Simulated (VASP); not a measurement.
**Sb: equilibrium volume by level of theory**

Symmetry: R-3m, No. 166, trigonal system. The conventional cell has a = 4.308 Å, b = 4.308 Å, c = 11.274 Å, α = 90.00°, β = 90.00°, γ = 120.00°. Sb (site symmetry 3m) has 3 Sb at 2.91 Å as nearest neighbours.

| rung | level | program and potentials | cutoff (eV) | k mesh | smearing | equilibrium volume (Å³/atom) | notes |
| --- | --- | --- | --- | --- | --- | --- | --- |
| LDA | LDA | VASP, LDA PAW files Sb, 600 eV | 600 | 9 × 9 × 9 | gaussian 0.03 | 29.34 | - |
| GGA | PBE | VASP, PBE PAW files Sb, 600 eV | 600 | 9 × 9 × 9 | gaussian 0.03 | 31.81 | - |
| GGA + dispersion | PBE+D3(BJ) | VASP, PBE PAW files Sb, 600 eV | 600 | 9 × 9 × 9 | gaussian 0.03 | 29.86 | - |
| GGA | PBEsol | VASP, PBE PAW files Sb, 600 eV | 600 | 9 × 9 × 9 | gaussian 0.03 | 29.96 | potentials made for PBE |
| meta-GGA | r2SCAN | VASP, PBE PAW files Sb, 600 eV | 600 | 9 × 9 × 9 | gaussian 0.03 | 31.52 | potentials made for PBE |

Task: relaxation of cell and atoms. All rows: no spin polarisation. Smearing widths are in eV. Meshes are those of the run's cell of 2 atoms unless a note names another. Relaxations start from the cell shown or near it and stop with a little pressure left. Runs on faulty files, with rough fits or with known faults for this quantity aren't shown. No row holds spin-orbit coupling.

By rung: LDA 29.34; GGA 29.96 to 31.81; GGA + dispersion 29.86; meta-GGA 31.52 (Å³/atom).

The equilibrium volume of Sb depends strongly on the treatment of exchange and correlation, from 29.34 Å³/atom in LDA to 31.81 in PBE. The cell shown, which is close to the measured one, lies between the PBEsol and r2SCAN volumes, so LDA overbinds and PBE underbinds, as is usual for these functionals. Sb has a Peierls-distorted structure in which each atom forms three short p bonds within a puckered bilayer and three longer, weaker contacts to the next. Those softer contacts probably take up much of the difference between functionals.

Adding D3(BJ) to PBE brings the volume down to 29.86, almost the same as the 29.96 of PBEsol, which has no explicit dispersion term. The contraction is therefore no proof that van der Waals attraction controls the spacing; a weaker gradient correction to exchange has much the same effect. r2SCAN stays near PBE despite its more flexible form. Volumes alone don't show whether the functionals differ mainly in the bilayer spacing or in the short bonds.
